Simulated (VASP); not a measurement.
Level of theory: PBE GGA, VASP's PBE PAW potentials (set 64) (plane waves; VASP).

A VASP calculation is set up with these files.

### INCAR
```
SYSTEM=Co
PREC=Accurate; ENCUT=300; LREAL=.FALSE.
LASPH=.TRUE.
EDIFF=1E-6; NELM=100; ALGO=Normal
LMAXMIX=4
ISMEAR=-1; SIGMA=0.1
GGA=PE
MAGMOM=3.0 3.0 3.0
ISPIN=2
ISIF=2
LWAVE=.FALSE.; LCHARG=.FALSE.; LORBIT=11
```

**POSCAR**
```
Co
1
    3.9711240000     0.0000000000     0.0000000000
   -1.9855620000     3.4390950000     0.0000000000
    0.0000000000     0.0000000000     2.4153020000
Co
3
Direct
  0.0000000000   0.0000000000   0.0000000000
  0.3333330000   0.6666670000   0.5000000000
  0.6666670000   0.3333330000   0.5000000000
```

### KPOINTS
```
kpoints
0
G
  5 5 6
```

POTCAR, in this order: Co (PBE.64 set). Program: vasp_std.

Gaps are read on the run's mesh, which can miss a band edge.

Problem. What does the run give for the energy per atom (σ→0), cell moment, band gap (on the k-mesh)?

Solution. 
```yaml
energy per atom (σ→0): -6.974 eV/atom
cell_moment: 4.92 μB
band gap (on the k-mesh): none (metal, semimetal or under 0.01 eV)
```

### OSZICAR
```
...
DAV:  11    -0.209595106959E+02   -0.17042E-02   -0.49660E-02  2554   0.282E+00    0.832E-01
DAV:  12    -0.209583317947E+02    0.11789E-02   -0.78829E-03  2458   0.115E+00    0.359E-01
DAV:  13    -0.209583180046E+02    0.13790E-04   -0.17204E-03  2582   0.357E-01    0.171E-01
DAV:  14    -0.209584653379E+02   -0.14733E-03   -0.47133E-04  2524   0.356E-01    0.504E-02
DAV:  15    -0.209584814278E+02   -0.16090E-04   -0.48925E-05  2160   0.131E-01    0.103E-02
DAV:  16    -0.209584836210E+02   -0.21932E-05   -0.81982E-06  1554   0.240E-02    0.749E-03
DAV:  17    -0.209584831753E+02    0.44576E-06   -0.41602E-07  1060   0.114E-02
   1 F= -.20958483E+02 E0= -.20921377E+02  d E =-.742121E-01  mag=     4.9173
```

The structure was generated: Co was put into an ordered model structure, which need not be its known phase. The cell was not relaxed at this level. The k-mesh is coarse (spacing up to 0.43 per Å, 2π included), so the numbers may not be converged in it. The run is one of a series of settings (KPOINTS 5×5×6 Γ-centred mesh against the base run), some of them coarse on purpose.
